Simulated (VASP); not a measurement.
SeH2, in a box:

```
Se H
1.0
    12.46107    0.00000    0.00000
     0.00000   12.96107    0.00000
     0.00000    0.00000   13.46107
Se H
1 2
Direct
  0.52598 0.50865 0.45670
  0.51039 0.42384 0.52901
  0.46063 0.57853 0.51928
```

Base run:

- Program: VASP 6.6.1
- Functional: RPBE
- Potentials or basis: VASP PAW PBE potentials, release 64 (Se, H)
- Cutoff: 400 eV
- k mesh: 1 × 1 × 1
- Occupations: gaussian, width 0.01 eV
- Spin: no spin polarisation

Its results: gap between the frontier levels 4.72 eV; largest force 0.065 eV/Å.

Task: The run is repeated on the same cell with these changes: functional from RPBE to optB86b-vdW. What comes out?

Result: Gap between the frontier levels 4.61 eV; largest force 0.066 eV/Å.

Caveats: the PAW data sets were made with another functional, which shifts forces and pressure a little.

A k mesh can miss the band edges.

Not every run made on this cell is shown here.
